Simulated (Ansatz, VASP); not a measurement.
## C (amorphous carbon) in two plane-wave programs

Aim: how closely do two programs agree when they are given the same cell, functional and k mesh? The cell is taken from a series of runs on this material, whose earlier steps may have relaxed, scaled, displaced or heated it; both programs get it as it stands.

Method: plane waves, with VASP 6.6.1 beside it; single point at PBE, in Ansatz 0.2.0.

## 1. The starting structure

The cell holds 208 atoms: 208 C. Cell: a = 11.642 Å, b = 11.642 Å, c = 11.642 Å, α = 90.0°, β = 90.0°, γ = 90.0°. As first built, before any earlier steps moved the atoms (in the runner's words): 208 atoms (208 C) placed at random at 2.63 g/cm^3, melted at 6000 K for 10 ps at fixed volume with the Erhart-Albe potential (Erhart and Albe, Phys. Rev. B 71, 035211 (2005)). Quenched from 6000 K to 700 K at 200 K/ps and fixed volume, held 5 ps.

## 2. VASP: single point, PBE

With cell and atoms fixed, the geometry can't cause a difference; cores, projectors, grids and the points listed under the comparison can.

Lines of VASP's logs that name or quote its potential files are left out, and so is its time.

Contents of INCAR:

```
SYSTEM = C
PREC = Accurate
ENCUT = 520
EDIFF = 1E-06
NELM = 120
ISMEAR = -1
SIGMA = 0.025
LREAL = Auto
ALGO = Normal
GGA = PE
NBANDS = 561
LORBIT = 11
LWAVE = .FALSE.
LCHARG = .FALSE.
ISIF = 2
LASPH = .TRUE.
GGA_COMPAT = .FALSE.
```

Contents of POSCAR:

```
C
1.0
   11.6422000000      0.0000000000      0.0000000000
    0.0000000000     11.6422000000      0.0000000000
    0.0000000000      0.0000000000     11.6422000000
C
208
Direct
    0.0336300000      0.8329800000      0.1620000000
    0.3563200000      0.1424300000      0.0088100000
    0.3391100000      0.2168800000      0.6773700000
    0.9332100000      0.0830600000      0.2996000000
    0.1489000000      0.8741900000      0.1730000000
    0.8075800000      0.7795300000      0.7515300000
    0.7579400000      0.3760400000      0.1422500000
    0.8529300000      0.3429200000      0.4009900000
    0.8595000000      0.9963900000      0.5355300000
    0.9565000000      0.4212300000      0.5372200000
    0.6595400000      0.0451200000      0.9503000000
    0.1706600000      0.2901900000      0.0689400000
    0.6138700000      0.4029800000      0.7985200000
    0.3988800000      0.8883000000      0.4384200000
    0.3844600000      0.8467500000      0.6714700000
    0.1916300000      0.6259600000      0.4915400000
    0.0714000000      0.8253200000      0.4413200000
    0.1232600000      0.8565100000      0.5541800000
    0.0664700000      0.9211000000      0.3566800000
    0.4086100000      0.4201400000      0.7448100000
    0.5544500000      0.3525000000      0.0595100000
    0.5314500000      0.1690300000      0.5987900000
    0.5488000000      0.5190300000      0.3866300000
    0.3130800000      0.2046300000      0.4582700000
    0.6733600000      0.8177300000      0.5692200000
    0.5887200000      0.6368300000      0.4073500000
    0.5213000000      0.1091600000      0.7051800000
    0.7178900000      0.6542300000      0.3948100000
    0.1224400000      0.8111500000      0.7647200000
    0.8427100000      0.6931700000      0.0119600000
[... 172 atom lines left out ...]
    0.0496900000      0.1241500000      0.1138800000
    0.3041800000      0.0253300000      0.8234500000
    0.1366800000      0.5303700000      0.3036400000
    0.9539300000      0.6396700000      0.5082800000
    0.4717600000      0.5559700000      0.8792700000
    0.3185400000      0.5045100000      0.7096500000
```

Contents of KPOINTS:

```
Automatic mesh
0
Gamma
1 1 1
0 0 0
```

PAW data sets: C (PBE family, release 64).

Run with:

```
export OMP_NUM_THREADS=3
mpirun -np 1 vasp_gam
```

Numbers of over 12 decimals in the logs are rounded to 6 here.

Output:

```text
[banner, memory and clock lines left out]
running    1 mpi-ranks, on    1 nodes
[...]
Offloading initialized ...    1 GPUs detected
[...]
LDA part: xc-table for (Slater+PW92), standard interpolation
 POSCAR, INCAR and KPOINTS ok, starting setup
[...]
entering main loop
       N       E                     dE             d eps       ncg     rms          rms(c)
DAV:   1     0.558646414582E+04    0.55865E+04   -0.49183E+05  1122   0.150E+03
DAV:   2    -0.123178277568E+04   -0.68182E+04   -0.63999E+04  1459   0.339E+02
DAV:   3    -0.176008070212E+04   -0.52830E+03   -0.50799E+03  1340   0.918E+01
DAV:   4    -0.177572001031E+04   -0.15639E+02   -0.15504E+02  1356   0.165E+01
[...]
DAV:  20    -0.170161101118E+04   -0.48717E-05   -0.41035E-05  1268   0.101E-02    0.128E-02
DAV:  21    -0.170161101222E+04   -0.10408E-05   -0.10652E-05  1252   0.517E-03    0.773E-03
DAV:  22    -0.170161101255E+04   -0.33005E-06   -0.33287E-06   892   0.303E-03
   1 F= -.17016110E+04 E0= -.17015478E+04  d E =-.126458E+00
```

OUTCAR, selected parts (step 2):

```text
  FREE ENERGIE OF THE ION-ELECTRON SYSTEM (eV)
  ---------------------------------------------------
  free  energy   TOTEN  =     -1701.6110125470 eV

  energy  without entropy=    -1701.4845544804  energy(sigma->0) =    -1701.54778351
```

The run ends at a pressure of -10.15 GPa, with forces up to 7.1 eV/Å.

## 3. Ansatz: single point, PBE

Ansatz runs on its default PAW (the set named soft_2) files.

The same cell, functional, mesh and smearing now go to Ansatz, which takes its cutoff from its data sets.

Contents of input.yaml:

```yaml
crystal:
  lattice:
    - [11.6422, 0.0, 0.0]
    - [0.0, 11.6422, 0.0]
    - [0.0, 0.0, 11.6422]
  atoms:
    - { symbol: C, position: [0.03363, 0.83298, 0.162] }
    - { symbol: C, position: [0.35632, 0.14243, 0.00881] }
    - { symbol: C, position: [0.33911, 0.21688, 0.67737] }
    - { symbol: C, position: [0.93321, 0.08306, 0.2996] }
    - { symbol: C, position: [0.1489, 0.87419, 0.173] }
    - { symbol: C, position: [0.80758, 0.77953, 0.75153] }
    - { symbol: C, position: [0.75794, 0.37604, 0.14225] }
    - { symbol: C, position: [0.85293, 0.34292, 0.40099] }
    - { symbol: C, position: [0.8595, 0.99639, 0.53553] }
    - { symbol: C, position: [0.9565, 0.42123, 0.53722] }
    - { symbol: C, position: [0.65954, 0.04512, 0.9503] }
    - { symbol: C, position: [0.17066, 0.29019, 0.06894] }
    - { symbol: C, position: [0.61387, 0.40298, 0.79852] }
    - { symbol: C, position: [0.39888, 0.8883, 0.43842] }
    - { symbol: C, position: [0.38446, 0.84675, 0.67147] }
    - { symbol: C, position: [0.19163, 0.62596, 0.49154] }
    - { symbol: C, position: [0.0714, 0.82532, 0.44132] }
    - { symbol: C, position: [0.12326, 0.85651, 0.55418] }
    - { symbol: C, position: [0.06647, 0.9211, 0.35668] }
    - { symbol: C, position: [0.40861, 0.42014, 0.74481] }
    - { symbol: C, position: [0.55445, 0.3525, 0.05951] }
    - { symbol: C, position: [0.53145, 0.16903, 0.59879] }
    - { symbol: C, position: [0.5488, 0.51903, 0.38663] }
    - { symbol: C, position: [0.31308, 0.20463, 0.45827] }
    - { symbol: C, position: [0.67336, 0.81773, 0.56922] }
    - { symbol: C, position: [0.58872, 0.63683, 0.40735] }
    - { symbol: C, position: [0.5213, 0.10916, 0.70518] }
    - { symbol: C, position: [0.71789, 0.65423, 0.39481] }
    - { symbol: C, position: [0.12244, 0.81115, 0.76472] }
    - { symbol: C, position: [0.84271, 0.69317, 0.01196] }
[... 172 atom lines left out ...]
    - { symbol: C, position: [0.04969, 0.12415, 0.11388] }
    - { symbol: C, position: [0.30418, 0.02533, 0.82345] }
    - { symbol: C, position: [0.13668, 0.53037, 0.30364] }
    - { symbol: C, position: [0.95393, 0.63967, 0.50828] }
    - { symbol: C, position: [0.47176, 0.55597, 0.87927] }
    - { symbol: C, position: [0.31854, 0.50451, 0.70965] }
kpoints:
  mp_grid: { grid: [1, 1, 1] }
hamiltonian:
  xc: pbe
scf:
  occupations: { method: fermi_dirac, width: 0.025 }
output:
  forces: true
```

Run with:

```
ansatz run input.yaml --threads 4 --pin off --max-ram 8192MiB --backend cpu --events-out ev --progress --plain --runs-dir out
```

Output:

```text
Engine: ansatz 0.2.0, aarch64-unknown-linux-gnu
Pseudopotentials: kind: paw
Pseudopotential: C, paw, valence charge 4, recommended cutoff 420 eV (normal), C.paw.azcp
Functional definition: PBE
  parameter kappa = 0.804
  parameter beta = 0.066725
  exchange = pbe_x(kappa = kappa, mu = beta*pi^2/3)
  correlation = pbe_c(beta = beta)
Crystal: 208 atoms, lattice volume = 1577.993 Å³
Basis set: ecut = 420 eV, 31031 PW (Γ), exchange–correlation on 160×160×160 points (8 copies of the dense FFT grid, shifted against one another)
Bands: 624, of which v1, the nominal top of the filled ones, is band 416 counted from 1 (415 counted from 0)
Symmetry: 1 space group operations
Space group: P1 (ITA 1), of the structure as read, at distance tolerance 1.2e-4 Å
k-points: 1
Non-local potential: C, projectors of the file, l = 0: 2, l = 1: 2, l = 2: 1
PAW form: soft (Blöchl's): semilocal exchange-correlation on the pseudo side does not see the compensation charge
PAW one-centre angular grid: C, 110 points (default); XC on 64 Gauss nodes
Initial density: superposition of atomic densities (neutral atoms: chi_scale 0, normalization atom), corrected by the library's trained network
Initial wavefunctions: pseudopotential atomic-orbital guess
Functional: x = pbe(κ = 0.804, μ = 0.219515), c = pbe(β = 0.066725)
SCF iter   1: F=—  HF=-51979.037300 eV  |F-HF|=—  |Δ(HF+E_count)|=         —  Δρ=1.56e-2  dr2=7.18e0  ethr=1.77e-3  ⟨swp⟩=6.0  Hψ=2509  notcnv=0  defer=173
preconditioner: auto → Kerker (q_TF=auto, 2.452 Å⁻¹)  [metal: Δε(μ)=0.017 eV  Ē_g=14.141 eV  σ=0.025 eV  W_gap=0.17  n_scr=388 (ndim 8)  ℏωp=27.0 eV  f_vac=0.004  D(μ)=58.12/eV (n_scr^D=460)]
SCF iter   2: F=—  HF=-51978.448429 eV  |F-HF|=—  |Δ(HF+E_count)|=   5.89e-1  Δρ=8.10e-3  dr2=2.66e0  ethr=8.63e-4  ⟨swp⟩=1.0  Hψ=718  notcnv=0  defer=173
SCF iter   3: F=—  HF=-51978.125643 eV  |F-HF|=—  |Δ(HF+E_count)|=   3.23e-1  Δρ=1.80e-3  dr2=1.66e-1  ethr=3.20e-4  ⟨swp⟩=3.0  Hψ=741  notcnv=0  defer=178
SCF iter   4: F=—  HF=-51978.107476 eV  |F-HF|=—  |Δ(HF+E_count)|=   1.82e-2  Δρ=6.30e-4  dr2=2.36e-2  ethr=1.99e-5  ⟨swp⟩=3.0  Hψ=761  notcnv=0  defer=178
SCF iter   5: F=—  HF=-51978.106126 eV  |F-HF|=—  |Δ(HF+E_count)|=   1.35e-3  Δρ=2.95e-4  dr2=3.51e-3  ethr=2.83e-6  ⟨swp⟩=2.0  Hψ=497  notcnv=0  defer=178
SCF iter   6: F=—  HF=-51978.106127 eV  |F-HF|=—  |Δ(HF+E_count)|=   3.24e-7  Δρ=1.14e-4  dr2=5.08e-4  ethr=4.22e-7  ⟨swp⟩=3.0  Hψ=854  notcnv=0  defer=178
SCF iter   7: F=—  HF=-51978.106176 eV  |F-HF|=—  |Δ(HF+E_count)|=   4.96e-5  Δρ=3.24e-5  dr2=5.38e-5  ethr=6.11e-8  ⟨swp⟩=3.0  Hψ=657  notcnv=0  defer=178
SCF iter   8: F=—  HF=-51978.106269 eV  |F-HF|=—  |Δ(HF+E_count)|=   9.27e-5  Δρ=1.28e-5  dr2=8.39e-6  ethr=6.47e-9  ⟨swp⟩=3.0  Hψ=1036  notcnv=0  defer=178
SCF iter   9: F=—  HF=-51978.106270 eV  |F-HF|=—  |Δ(HF+E_count)|=   6.69e-7  Δρ=5.78e-6  dr2=1.28e-6  ethr=1.01e-9  ⟨swp⟩=2.0  Hψ=525  notcnv=0  defer=178
SCF iter  10: F=—  HF=-51978.106270 eV  |F-HF|=—  |Δ(HF+E_count)|=   1.14e-7  Δρ=2.59e-6  dr2=2.21e-7  ethr=1.53e-10  ⟨swp⟩=3.0  Hψ=839  notcnv=0  defer=178
SCF iter  11: F=-51978.106270 eV  HF=-51978.106270 eV  |F-HF|=1.18e-8  |Δ(HF+E_count)|=   2.09e-8  Δρ=8.82e-7  dr2=3.20e-8  ethr=1.20e-11  ⟨swp⟩=3.0  Hψ=1419  notcnv=0
SCF 1 converged in 11 iterations: F = -51978.106270 eV  dr2 = 3.20e-8
  greatest PAW one-centre occupation: 0.690 electrons in one spin orbital (limit 2), on the C atom at site 191 (counted from 0), in its partial waves of l = 0
SCF converged after 11 iterations
Free energy (F): -51978.106270 eV
Harris-Foulkes:  -51978.106270 eV  (|F-HF|=1.18e-8)
Internal energy: -51977.979786 eV  (E = F + TS)
E sigma→0 (E₀):  -51978.043028 eV
Entropy (-TS):   -0.126483 eV (-0.608 meV/atom)
Fermi energy:    9.046346 eV
--- Per-component energies (eV) ---
  E_band       = 253.261721
  E_kinetic    = 18479.304666
  E_local      = -22662.840166  (includes V_loc(G=0)·N_el)
  E_nonlocal   = 5585.353946
  E_hartree    = 6204.630582
  E_xc         = -9878.048527
  E_vxc        = -12233.849655  (∫ρ·V_xc dr)
  E_paw        = -20590.205689  (= ΣΔE_a)
  E_vpaw       = -1323.970863  (= ΣTr[D̂ρ^β])
  E_aug_tail   = 0.001489  (compensation charges beyond the density's cutoff)
  E_ewald      = -29116.176088
  E_smearing   = -0.126483  (= −TS)
  E_closure    = 0.000000  (closes the sum)
  Σ components = -51978.106270   (vs F -51978.106270, Δ=0.00e0)
--- Forces (eV/Å), atoms counted from 1 ---
  atom   1  C     -0.95746009     0.37941453    -1.60749368
  atom   2  C      0.78466867    -0.37194021    -0.28327559
  atom   3  C      1.16072728     1.53428777    -1.84056521
  atom   4  C     -0.93638737    -2.39109917    -0.44675564
  atom   5  C      0.42358371     2.29860673     2.55681233
  atom   6  C     -2.19411170    -1.97044870     3.24817480
  atom   7  C     -0.10080985     1.18015437    -3.37800045
  atom   8  C     -0.61088436     1.27499709    -3.67903999
[...]
atom  44  C     -1.06416909     0.82483389    -1.92487883
  atom  45  C     -0.84754669    -1.84438375    -1.47265973
  atom  46  C      3.37876111    -0.55456433     0.25012896
  atom  47  C     -0.68044480     1.33705247    -1.07007199
  atom  48  C     -1.06527295     0.72662603     2.98478114
  atom  49  C     -1.94541636    -1.21322495     2.09310952
  atom  50  C      0.27359467     0.13042483     2.08595157
  atom  51  C     -1.19367708    -1.91658352    -1.90114488
  atom  52  C      1.99368395    -0.44535464    -0.01138722
  atom  53  C      1.90415614     0.17754989     0.25366691
  atom  54  C     -1.30046820     0.46328991    -0.84664982
  atom  55  C      0.40548428    -0.72041145    -0.80025360
  atom  56  C     -0.98927789     0.56264187    -1.53378675
  atom  57  C     -2.38272296    -2.90573037     0.15336399
  atom  58  C      1.41876060     0.08643264     0.21541969
  atom  59  C      1.21034729     0.72902281    -0.32175244
[...]
atom 201  C     -1.92818751    -0.00479524    -0.41343679
  atom 202  C     -0.01948504    -2.06734595     1.64340250
  atom 203  C     -0.96351475    -1.57618534     0.99157597
  atom 204  C      1.78413778     0.14082384    -0.37708568
  atom 205  C     -0.27066774    -0.56058530    -0.10586088
  atom 206  C     -1.56078428    -0.38312879    -0.17036656
  atom 207  C      1.43337650     2.06221232     2.67617772
  atom 208  C      2.65651860     0.88243596     0.47466926
  max |Σ_I F_I| component: 1.72e-5 eV/Å
```

The column dr2 measures how far the density is from self-consistency, as an energy; F and HF (Harris–Foulkes) agree once it is small.

## 4. Differences

Known differences besides the potentials themselves: the cutoff is 420 eV in Ansatz and 520 eV in VASP (PREC = Accurate, projectors in real space). Total energies have different zeros and are not compared.

Forces on 10 of the 208 atoms, those with the largest forces and the largest differences (eV/Å; atoms numbered as in POSCAR):

```tsv
atom	Ansatz x, y, z	VASP x, y, z
C32	3.147, -2.092, -3.073	3.161, -2.102, -3.063
C34	0.826, -7.035, -0.245	0.805, -7.049, -0.231
C75	-1.237, -2.635, 1.236	-1.223, -2.624, 1.197
C78	2.012, 1.175, 4.585	2.035, 1.196, 4.577
C126	-0.136, -5.392, 2.133	-0.139, -5.407, 2.149
C133	4.566, -1.197, -1.278	4.583, -1.223, -1.281
C157	0.894, 1.357, 6.604	0.873, 1.351, 6.636
C162	0.494, 4.585, -2.824	0.499, 4.585, -2.819
C164	-1.680, -1.728, -2.540	-1.659, -1.693, -2.524
C186	1.091, 1.634, 1.720	1.080, 1.589, 1.715
```

The forces differ by 14 meV/Å r.m.s., which is 0.9 % of the r.m.s. force of 1.571 eV/Å (both taken over all components).

## 5. What came out

```yaml
r_m_s_force_difference_single_point_pbe: 0.89 % of the r.m.s. force
```

What this shows: The r.m.s. force difference is 0.89 % of the r.m.s. force (single point, PBE), within the 3 % picked in this series as the mark of a large difference. Such differences can come from data sets, numerical settings and the points named under the comparisons, not from the functional's error against experiment.

[Lines on the potential files, build, host, timing and source positions are cut from VASP's logs without a mark.]

[Logs are printed without paths, hosts, clocks, repeated set-up lines and the standing remarks that a program may print on its own settings, such as how far it seeks lower states.]

[Hosts, paths, dates, database ids (printed as entryN), source tags and the programs' standing remarks are cut or masked in the printed files.]
